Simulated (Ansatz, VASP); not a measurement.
**Cross-check of CsNa between VASP and Ansatz**

Aim: how closely do two programs agree when they are given the same cell, functional and k mesh? The cell is generated by rule, not measured, and may not be a known phase. Of the first pair: The two relaxations start from unlike cells of this crystal (the structure described is Ansatz's start), so only their ends are compared.

Calculated with Ansatz 0.2.0; plane waves, with VASP 6.6.1 beside it; relaxation of cell and atoms at PBEsol and zone-centre phonons at PBEsol.

**1. Set-up**

Symmetry: Pm-3m, No. 221, cubic system. Conventional cell: a = 4.494 Å, b = 4.494 Å, c = 4.494 Å, α = 90.00°, β = 90.00°, γ = 90.00°. Nearest to Cs lie 8 Na at 3.89 Å. Nearest to Na lie 8 Cs at 3.89 Å. Farther neighbours are not listed.

**2. VASP: relaxation of cell and atoms, PBEsol**

The relaxed volume is the usual yardstick between codes: in a stiff, nearly cubic crystal its relative difference is about their pressure difference at one cell divided by the bulk modulus.

Lines of VASP's logs that name or quote its potential files are left out, and so is its time.

INCAR reads:

```
SYSTEM = CsNa
PREC = Accurate
ENCUT = 500
EDIFF = 1E-07
NELM = 120
ISMEAR = 0
SIGMA = 0.1
LREAL = .FALSE.
ALGO = Normal
GGA = PS
NBANDS = 14
LORBIT = 11
LWAVE = .FALSE.
LCHARG = .FALSE.
ISIF = 3
IBRION = 2
NSW = 80
EDIFFG = -0.005
LASPH = .TRUE.
GGA_COMPAT = .FALSE.
NELMIN = 4
KPAR = 2
```

POSCAR reads:

```
CsNa
1.0
    5.0648369927      0.0000000000      0.0000000000
    0.0000000000      5.0648369927      0.0000000000
    0.0000000000      0.0000000000      5.0648369927
Cs Na
1 1
Direct
    0.0000000000      0.0000000000      0.0000000000
    0.5000000000      0.5000000000      0.5000000000
```

KPOINTS reads:

```
Automatic mesh
0
Gamma
8 8 8
0 0 0
```

The projector-augmented-wave data sets are Cs_sv and Na_pv (PBE family, release 64).

Launch:

```bash
> mpirun -np 2 vasp_std
```

Numbers of over 12 decimals in the logs are rounded to 6 here.

What it wrote:

```text
[banner, memory and clock lines left out]
running    2 mpi-ranks, on    1 nodes
 distrk:  each k-point on    1 cores,    2 groups
 distr:  one band on    1 cores,    1 groups

 POSCAR found type information on POSCAR CsNa
 POSCAR found :  2 types and       2 ions
|                                                                             |
|               ----> ADVICE to this user running VASP <----                  |
|                                                                             |
|     You enforced a specific xc type in the INCAR file but a different       |
|     [... a line on the potential file left out ...]
|     I HOPE YOU KNOW WHAT YOU ARE DOING!                                     |
|                                                                             |

 LDA part: xc-table for (Slater+PW92), standard interpolation
 POSCAR, INCAR and KPOINTS ok, starting setup
 FFT: planning ... GRIDC
 FFT: planning ... GRID_SOFT
 FFT: planning ... GRID
 WAVECAR not read
 entering main loop
       N       E                     dE             d eps       ncg     rms          rms(c)
DAV:   1     0.961815819688E+02    0.96182E+02   -0.68057E+03  1004   0.915E+02
DAV:   2     0.968391939887E+01   -0.86498E+02   -0.80183E+02  1208   0.194E+02
DAV:   3    -0.197889424724E+01   -0.11663E+02   -0.11543E+02  1268   0.646E+01
DAV:   4    -0.230939940777E+01   -0.33051E+00   -0.33034E+00  1136   0.129E+01
DAV:   5    -0.231559544647E+01   -0.61960E-02   -0.61957E-02  1306   0.172E+00    0.327E-01
DAV:   6    -0.231070838000E+01    0.48871E-02   -0.86895E-03  1234   0.710E-01    0.203E-01
DAV:   7    -0.230853019211E+01    0.21782E-02   -0.98589E-03  1314   0.677E-01    0.755E-02
DAV:   8    -0.230852132462E+01    0.88675E-05   -0.69862E-04  1338   0.245E-01    0.152E-02
DAV:   9    -0.230851500989E+01    0.63147E-05   -0.31460E-05  1266   0.314E-02    0.664E-03
DAV:  10    -0.230851321374E+01    0.17962E-05   -0.10671E-05  1236   0.324E-02    0.318E-03
DAV:  11    -0.230851261753E+01    0.59621E-06   -0.16559E-06  1278   0.612E-03    0.848E-04
DAV:  12    -0.230851245786E+01    0.15967E-06   -0.99568E-08   960   0.264E-03    0.192E-04
DAV:  13    -0.230851247127E+01   -0.13410E-07   -0.70814E-09   718   0.560E-04
   1 F= -.23085125E+01 E0= -.23060852E+01  d E =-.230851E+01
[...]
2 F= -.23086558E+01 E0= -.23062136E+01  d E =-.143344E-03
[...]
3 F= -.23087987E+01 E0= -.23063354E+01  d E =-.286230E-03
 curvature:  -1.45 expect dE=-0.447E-04 dE for cont linesearch -0.447E-04
 ZBRENT: increasing intervall
 opt :   5.3254  next Energy=    -2.308865 (dE=-0.352E-03)
 bond charge predicted
       N       E                     dE             d eps       ncg     rms          rms(c)
DAV:   1    -0.231809488308E+01   -0.92962E-02   -0.22030E-01  1190   0.522E+00    0.520E-01
DAV:   2    -0.231113887195E+01    0.69560E-02   -0.80999E-03  1106   0.870E-01    0.255E-01
DAV:   3    -0.230892746623E+01    0.22114E-02   -0.56494E-03  1196   0.637E-01    0.380E-02
DAV:   4    -0.230887400041E+01    0.53466E-04   -0.86445E-05  1028   0.110E-01    0.234E-02
DAV:   5    -0.230885961705E+01    0.14383E-04   -0.99110E-06  1178   0.385E-02    0.331E-03
DAV:   6    -0.230885962082E+01   -0.37683E-08   -0.10259E-06  1208   0.111E-02    0.115E-03
DAV:   7    -0.230885974608E+01   -0.12526E-06   -0.61176E-08   670   0.275E-03    0.412E-04
DAV:   8    -0.230885971665E+01    0.29427E-07   -0.77884E-09   574   0.104E-03
   4 F= -.23088597E+01 E0= -.23063554E+01  d E =-.347245E-03
 curvature:  -2.14 expect dE=-0.127E-04 dE for cont linesearch -0.127E-04
 trial: gam= 0.00000 g(F)=  0.314E-63 g(S)=  0.592E-05 ort =-0.310E-04 (trialstep = 0.187E+01)
 search vector abs. value=  0.592E-05
 reached required accuracy - stopping structural energy minimisation
```

Parts of OUTCAR (step 2):

```text
ion  position               nearest neighbor table
   1  0.000  0.000  0.000-
   2  0.500  0.500  0.500-

  LATTYP: Found a simple cubic cell.
 ALAT       =     5.0648369927

 Subroutine GETGRP returns: Found 48 space group operations
 (whereof 48 operations were pure point group operations)

The static configuration has the point symmetry O_h .

 Found     35 irreducible k-points:

   k-points           NKPTS =     35   k-points in BZ     NKDIM =     35   number of bands    NBANDS=     14

   dimension x,y,z NGX =    40 NGY =   40 NGZ =   40
   dimension x,y,z NGXF=    80 NGYF=   80 NGZF=   80

   ENCUT  =  500.0 eV  36.75 Ry    6.06 a.u.   9.23  9.23  9.23*2*pi/ulx,y,z

   NELECT =      16.0000    total number of electrons

 k-points in reciprocal lattice and weights: Automatic mesh
   0.00000000  0.00000000  0.00000000       0.002
   0.12500000  0.00000000  0.00000000       0.012
   0.25000000  0.00000000  0.00000000       0.012
   0.37500000  0.00000000  0.00000000       0.012
   0.50000000  0.00000000  0.00000000       0.006
   0.12500000  0.12500000  0.00000000       0.023
   0.25000000  0.12500000  0.00000000       0.047
   0.37500000  0.12500000  0.00000000       0.047
   0.50000000  0.12500000  0.00000000       0.023
[...]
0.50000000  0.50000000  0.37500000       0.012
   0.50000000  0.50000000  0.50000000       0.002

 average (electrostatic) potential at core
       1 -52.3330       2 -50.0959

 E-fermi :   0.4786

 k-point     1 :       0.0000    0.0000    0.0000
  band No.  band energies     occupation
    ...
      4     -22.8762      2.00000
      5      -9.6202      2.00000
      6      -9.6202      2.00000
      7      -9.6202      2.00000
      8      -1.6748      2.00000
      9       1.9773      0.00000
     10       1.9773      0.00000
     11       4.3277      0.00000
     12       4.3277      0.00000
     13       4.3277      0.00000
    ...

 k-point     2 :       0.1250    0.0000    0.0000
  band No.  band energies     occupation
    ...
      4     -22.8754      2.00000
      5      -9.6439      2.00000
      6      -9.6182      2.00000
      7      -9.6182      2.00000
      8      -1.5546      2.00000
      9       1.8913      0.00000
     10       2.0438      0.00000
     11       3.9876      0.00000
     12       3.9876      0.00000
     13       4.0988      0.00000
    ...

 k-point     3 :       0.2500    0.0000    0.0000
  band No.  band energies     occupation
    ...
      4     -22.8734      2.00000
      5      -9.7000      2.00000
      6      -9.6132      2.00000
      7      -9.6132      2.00000
      8      -1.2110      2.00000
      9       1.4607      0.00000
     10       2.2290      0.00000
     11       3.5455      0.00000
     12       3.5455      0.00000
     13       4.1747      0.00000
    ...

  Total       -0.0090444     -0.0090444     -0.0090444      0.0000000      0.0000000     -0.0000000
  in kB       -0.1095173     -0.1095173     -0.1095173      0.0000000      0.0000000     -0.0000000
  external PRESSURE =      -0.1095173 kB  Pullay stress =       0.0000000 kB

  energy-cutoff  :      500.00
  volume of cell :      132.31
      direct lattice vectors                 reciprocal lattice vectors
     5.095681660 -0.000000000  0.000000000     0.196244598  0.000000000  0.000000000
    -0.000000000  5.095681660 -0.000000000     0.000000000  0.196244598  0.000000000
     0.000000000 -0.000000000  5.095681660     0.000000000  0.000000000  0.196244598

 POSITION                                       TOTAL-FORCE (eV/Angst)
 -----------------------------------------------------------------------------------
      0.00000      0.00000      0.00000         0.000000     -0.000000      0.000000
      2.54784      2.54784      2.54784        -0.000000      0.000000      0.000000
 -----------------------------------------------------------------------------------
    total drift:                               -0.000000      0.000000     -0.000000

  FREE ENERGIE OF THE ION-ELECTRON SYSTEM (eV)
  ---------------------------------------------------
  free  energy   TOTEN  =        -2.3088597166 eV

  energy  without entropy=       -2.3038510264  energy(sigma->0) =       -2.30635537

 reached required accuracy - stopping structural energy minimisation

 total charge
# of ion       s       p       d       tot
------------------------------------------
    1        1.860   4.671   0.027   6.557
    2        0.124   5.950   0.000   6.074
--------------------------------------------------
tot          1.983  10.621   0.027  12.631

[... 3 further parts left out ...]
```

CONTCAR:

```
CsNa
   1.00000000000000
     5.0956816601281476   -0.0000000000000000    0.0000000000000000
    -0.0000000000000000    5.0956816601281467   -0.0000000000000000
     0.0000000000000000   -0.0000000000000000    5.0956816601281476
  Cs              Na
     1     1
Direct
     0.0000000000000000    0.0000000000000000    0.0000000000000000
     0.5000000000000000    0.5000000000000000    0.5000000000000000
```

The k-mesh is coarse for a metal. The PAW data sets were made with PBE, which is usual practice but a small mismatch for other functionals. The run keeps the 48 symmetry operations of its start, so it cannot find a distortion of lower symmetry.

**3. Ansatz: relaxation of cell and atoms, PBEsol**

Ansatz runs on its default PAW (the set named soft_2) files.

Its own start cell and the same functional, mesh and smearing now go to Ansatz, which takes its cutoff from its data sets.

input.yaml reads:

```yaml
crystal:
  lattice:
    - [4.49449, 0.0, 0.0]
    - [0.0, 4.49449, 0.0]
    - [0.0, 0.0, 4.49449]
  atoms:
    - { symbol: Cs, position: [0.0, 0.0, 0.0] }
    - { symbol: Na, position: [0.5, 0.5, 0.5] }
kpoints:
  mp_grid: { grid: [8, 8, 8] }
hamiltonian:
  xc: pbesol
scf:
  occupations: { method: gaussian, width: 0.1 }
output:
  forces: true
  stress: true
  eigenvalues: true
  write_density: true
  write_potential: true
  elf: true
  volumetric_format: npy
relax:
  adjacent_minimum: "off"
  f_tol: 0.005
  max_steps: 80
  cell: { stress_tol: 0.05 }
```

Launch:

```bash
> ansatz run input.yaml --threads 4 --pin off --max-ram 7168MiB --backend cpu --events-out ev --progress --plain --runs-dir out
```

What it wrote:

```text
Engine: ansatz 0.2.0, aarch64-unknown-linux-gnu
Pseudopotentials: kind: paw
Pseudopotential: Cs, paw, valence charge 9, recommended cutoff 420 eV (normal), Cs.paw.azcp
Pseudopotential: Na, paw, valence charge 9, recommended cutoff 420 eV (normal), Na.paw.azcp
Functional definition: PBEsol
  exchange = pbesol_x
  correlation = pbesol_c
Crystal: 2 atoms, lattice volume = 90.791 Å³
Basis set: ecut = 420 eV, 1791 PW (Γ), exchange–correlation on 64×64×64 points (8 copies of the dense FFT grid, shifted against one another)
Bands: 13, of which v1, the nominal top of the filled ones, is band 9 counted from 1 (8 counted from 0)
Symmetry: 48 space group operations
Space group: Pm-3m (ITA 221), of the structure as read, at distance tolerance 4.5e-5 Å
k-points: 35 of 512
Non-local potential: Cs, projectors of the file, l = 0: 3, l = 1: 2, l = 2: 2, l = 3: 2
Non-local potential: Na, projectors of the file, l = 0: 3, l = 1: 2, l = 2: 1
PAW form: soft (Blöchl's): semilocal exchange-correlation on the pseudo side does not see the compensation charge
PAW frozen core: Cs, regenerated for the run's functional, and the local potential with it (the file was generated under x = pbe(κ = 0.804, μ = 0.219515), c = pbe(β = 0.066725))
PAW frozen core: Na, regenerated for the run's functional, and the local potential with it (the file was generated under x = pbe(κ = 0.804, μ = 0.219515), c = pbe(β = 0.066725))
PAW one-centre angular grid: Cs, 194 points (default); XC on 64 Gauss nodes
PAW one-centre angular grid: Na, 110 points (default); XC on 64 Gauss nodes
Initial density: superposition of atomic densities (neutral atoms: chi_scale 0, normalization atom), corrected by the library's trained network
Initial wavefunctions: pseudopotential atomic-orbital guess
Functional: x = pbesol(κ = 0.804, μ = 0.123457), c = pbesol(β = 0.046)
SCF iter   1: F=—  HF=-7061.377958 eV  |F-HF|=—  |Δ(HF+E_count)|=         —  Δρ=2.26e-3  dr2=8.47e-3  ethr=1.77e-3  ⟨swp⟩=6.1  Hψ=2766  notcnv=0
preconditioner: auto → Kerker (q_TF=auto, 2.083 Å⁻¹)  [metal: Δε(μ)=0.039 eV  Ē_g=9.847 eV  σ=0.100 eV  W_gap=0.22  n_scr=18 (ndim 8)  ℏωp=11.0 eV  f_vac=0.000  D(μ)=0.62/eV (n_scr^D=0)]
SCF iter   2: F=—  HF=-7061.376753 eV  |F-HF|=—  |Δ(HF+E_count)|=   1.21e-3  Δρ=1.42e-3  dr2=5.11e-3  ethr=4.70e-5  ⟨swp⟩=1.1  Hψ=737  notcnv=0
SCF iter   3: F=—  HF=-7061.375719 eV  |F-HF|=—  |Δ(HF+E_count)|=   1.03e-3  Δρ=4.84e-4  dr2=8.24e-4  ethr=2.84e-5  ⟨swp⟩=1.5  Hψ=471  notcnv=0
SCF iter   4: F=—  HF=-7061.375430 eV  |F-HF|=—  |Δ(HF+E_count)|=   2.88e-4  Δρ=1.12e-4  dr2=1.34e-5  ethr=4.58e-6  ⟨swp⟩=2.1  Hψ=504  notcnv=0
SCF iter   5: F=—  HF=-7061.375399 eV  |F-HF|=—  |Δ(HF+E_count)|=   3.11e-5  Δρ=2.85e-5  dr2=6.44e-7  ethr=7.43e-8  ⟨swp⟩=2.5  Hψ=688  notcnv=0
SCF iter   6: F=-7061.375400 eV  HF=-7061.375400 eV  |F-HF|=1.05e-8  |Δ(HF+E_count)|=   3.21e-7  Δρ=1.07e-5  dr2=6.23e-8  ethr=5.56e-10  ⟨swp⟩=10.4  Hψ=3376  notcnv=0
SCF 1 converged in 6 iterations: F = -7061.375400 eV  dr2 = 6.23e-8
  greatest PAW one-centre occupation: 0.999 electrons in one spin orbital (limit 2), on the Na atom at site 1 (counted from 0), in its partial waves of l = 0
relax step   1: F+E_penalty+E_count = -7061.37539963 eV  Δ(F+E_penalty+E_count) = +0.000e0 eV  max|allowed force component| = 2.082e-28 eV/Å  Δτ_max = 0.0000 Å  P = +2.596 GPa  Ω = 90.791 Å³  (6 SCF iters, dr2 threshold 1.00e-7 eV, accepted)
[...]
relax step   6: F+E_penalty+E_count = -7061.62819255 eV  Δ(F+E_penalty+E_count) = -8.853e-3 eV  max|allowed force component| = 6.894e-30 eV/Å  Δτ_max = 0.0000 Å  P = +0.146 GPa  Ω = 127.445 Å³  stress off target by 1.46e-1 GPa  SCF on the basis re-selected at this cell (its energy is not comparable with the rows above)  (8 SCF iters)
[...]
relax step   7: F+E_penalty+E_count = -7061.63018431 eV  Δ(F+E_penalty+E_count) = -1.992e-3 eV  max|allowed force component| = 5.059e-29 eV/Å  Δτ_max = 0.0000 Å  P = +0.042 GPa  Ω = 130.891 Å³  energy of the carried Pulay correction = -1.407e-5 eV  (6 SCF iters, dr2 threshold 5.33e-8 eV, accepted)
[...]
relax step   8: F+E_penalty+E_count = -7061.63037705 eV  Δ(F+E_penalty+E_count) = -1.927e-4 eV  max|allowed force component| = 3.139e-30 eV/Å  Δτ_max = 0.0000 Å  P = +0.002 GPa  Ω = 132.358 Å³  energy of the carried Pulay correction = -2.289e-5 eV  (7 SCF iters, accepted)
[...]
relax step   9: F+E_penalty+E_count = -7061.63038977 eV  Δ(F+E_penalty+E_count) = -1.272e-5 eV  max|allowed force component| = 5.740e-30 eV/Å  Δτ_max = 0.0000 Å  P = +0.001 GPa  Ω = 132.358 Å³  stress off target by 1.36e-3 GPa  SCF on the basis re-selected at this cell (its energy is not comparable with the rows above)  (7 SCF iters)
basis re-selected at this cell: Δ(F+E_penalty+E_count) = -1.272e-5 eV, ΔP = -0.001 GPa vs the last step (what re-selecting the basis moved, of the pressure what is left beyond the Pulay correction that the steps carried, after the strain that the cell walked since its last selection, with what the two solves' SCF thresholds leave and, on support functions, any second-order correction that the steps lacked; it is no m [...]
SCF converged after 7 iterations
Free energy (F): -7061.630390 eV
Harris-Foulkes:  -7061.630390 eV  (|F-HF|=9.09e-13)
Internal energy: -7061.625347 eV  (E = F + TS)
E sigma→0 (E₀):  -7061.627869 eV
Entropy (-TS):   -0.005042 eV (-2.521 meV/atom)
Fermi energy:    2.414507 eV
--- Per-component energies (eV) ---
  E_band       = -320.822574
  E_kinetic    = 261.586948
  E_local      = -1887.507288  (includes V_loc(G=0)·N_el)
  E_nonlocal   = 147.074925
  E_hartree    = 696.129837
  E_xc         = -209.155531
  E_vxc        = -173.231635  (∫ρ·V_xc dr)
  E_paw        = -5237.046464  (= ΣΔE_a)
  E_vpaw       = -61.005091  (= ΣTr[D̂ρ^β])
  E_aug_tail   = -0.000025  (compensation charges beyond the density's cutoff)
  E_ewald      = -832.906604
  E_core_change = 0.198854  (= ΣΔE_core)
  E_smearing   = -0.005042  (= −TS)
  E_closure    = 0.000000  (closes the sum)
  Σ components = -7061.630390   (vs F -7061.630390, Δ=0.00e0)
--- Forces (eV/Å), atoms counted from 1 ---
  atom   1  Cs     0.00000000    -0.00000000    -0.00000000
  atom   2  Na    -0.00000000    -0.00000000    -0.00000000
  max |Σ_I F_I| component: 1.17e-29 eV/Å
--- Stress (GPa, compression-positive) ---
        0.001356       0.000000      -0.000000
        0.000000       0.001356      -0.000000
       -0.000000      -0.000000       0.001356
  P = ⅓ Tr σ = 0.0014 GPa (0.014 kbar)
--- Band table (eV; the first three rows and the last of 35) ---
  k-point 0: bands = [... 5 lower, -7.6845, -7.6845, -7.6845, 0.2623, 3.9144, 3.9144, 6.2288, 6.2288]
  k-point 1: bands = [... 5 lower, -7.7081, -7.6824, -7.6824, 0.3823, 3.8278, 3.9804, 5.9053, 5.9053]
  k-point 2: bands = [... 5 lower, -7.7641, -7.6774, -7.6774, 0.7256, 3.3959, 4.1648, 5.4734, 5.4734]
  k-point 34: bands = [... 5 lower, -7.7969, -7.7969, -7.7969, 3.0819, 3.0819, 3.0819, 4.1590, 5.8026]
--- Relaxed structure (7 steps of the walk, 7 accepted, 2 SCFs on fresh bases) ---
  F+E_penalty+E_count = -7061.63038977 eV   max|allowed force component| = 5.740e-30 eV/Å   (the final SCF, on the basis selected at the relaxed cell)
  cell:  # Å, volume = 132.3583 Å³
    - [5.096247, 0, 0]
    - [0, 5.096247, 0]
    - [0, 0, 5.096247]
  atoms:
    - { symbol: Cs, position: [0, 0, 0] }
    - { symbol: Na, position: [0.5, 0.5, 0.5] }
```

The column dr2 measures how far the density is from self-consistency, as an energy; F and HF (Harris–Foulkes) agree once it is small.

**4. Side by side**

Known differences besides the potentials themselves: the data sets hold 18 valence electrons in Ansatz (on its default PAW (the set named soft_2) files) and 16 in VASP; the cutoff is 420 eV in Ansatz and 500 eV in VASP; Ansatz makes its cores anew for this functional, VASP keeps those of its PBE data sets; Ansatz adds a Pulay correction to the stress that steers its cell, VASP none. Total energies have different zeros and are not compared.

Compared:

| quantity | Ansatz | VASP | difference |
| --- | --- | --- | --- |
| volume (Å³) | 132.36 | 132.31 | +0.03 % |
| edge a after relaxation, in the typed setting (Å) | 5.096 | 5.096 | +0.01 % |

[end of part 1 of 2]

[Lines on the potential files, build, host, timing and source positions are cut from VASP's logs without a mark.]

[Logs are printed without paths, hosts, clocks, repeated set-up lines and the standing remarks that a program may print on its own settings, such as how far it seeks lower states.]

[Hosts, paths, dates, database ids (printed as entryN), source tags and the programs' standing remarks are cut or masked in the printed files.]
